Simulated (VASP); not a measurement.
Given:

```yaml
crystal:
  lattice:
    - [3.26164, 0.00000, 0.00000]
    - [0.00000, 3.26164, 0.00000]
    - [0.00000, 0.00000, 3.26164]
  atoms:
    - { symbol: In, position: [0.50000, 0.50000, 0.50000] }
    - { symbol: Pd, position: [0.00000, 0.00000, 0.00000] }
```

Computed with PBE GGA with D3 dispersion (Becke-Johnson damping), VASP's PBE PAW potentials (set 64) (plane waves; VASP 6.6.1). Run with 520 eV cut-off, 13×13×13 Γ-centred mesh, tetrahedra with Blöchl corrections, potentials In_d Pd.

The job: PdIn (CsCl type), 2 atoms, PBE-D3(BJ), static run, 520 eV, 13×13×13 Γ-centred mesh. Roughly how much core time does it take on a busy server core?

About 20 core-seconds (one run on a shared machine, a rough figure). It had 84 irreducible k-points, 15 bands, up to 949 plane waves and 13 electronic steps.

The compound is PdIn in the CsCl type structure. It was relaxed first. The electron count is odd and the run is not spin-polarised, which forces a metal.
